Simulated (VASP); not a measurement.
Si63Te (a cell with a defect), 64 atoms in the cell. The cell holds a defect, 64 atoms: a = 10.867 Å, b = 10.867 Å, c = 10.867 Å, α = 90.00°, β = 90.00°, γ = 90.00°. The cell was built by a generator and needn't be a form met in nature.

- Program: VASP 6.6.1
- Task: relaxation of the atoms
- Functional: PBE
- Potentials or basis: VASP PAW PBE potentials, release 64 (Si, Te)
- Cutoff: 520 eV
- k mesh: 2 × 2 × 2
- Occupations: gaussian, width 0.05 eV
- Spin: no spin polarisation
- Further INCAR settings: ALGO = Normal; EDIFF = 1e-06; IBRION = 2; EDIFFG = -0.02; NSW = 40

Potentials or basis: VASP PAW PBE potentials, release 64 (Si, Te).

The run is started by

```bash
$ cat potpaw_PBE.64/Si/POTCAR potpaw_PBE.64/Te/POTCAR > POTCAR
$ mpirun -np 1 vasp_std > vasp.out
```

Hardware: 1 thread of Intel(R) Xeon(R) 6975P-C (Granite Rapids), with other jobs on the host.

Question: How long does it take, and how much memory?

Answer: Wall time 2.4 h on 1 thread of Intel(R) Xeon(R) 6975P-C (Granite Rapids), with other jobs on the host, peak memory 1.4 GiB. Counts: scf iterations 79, k points 4, ion steps 10.
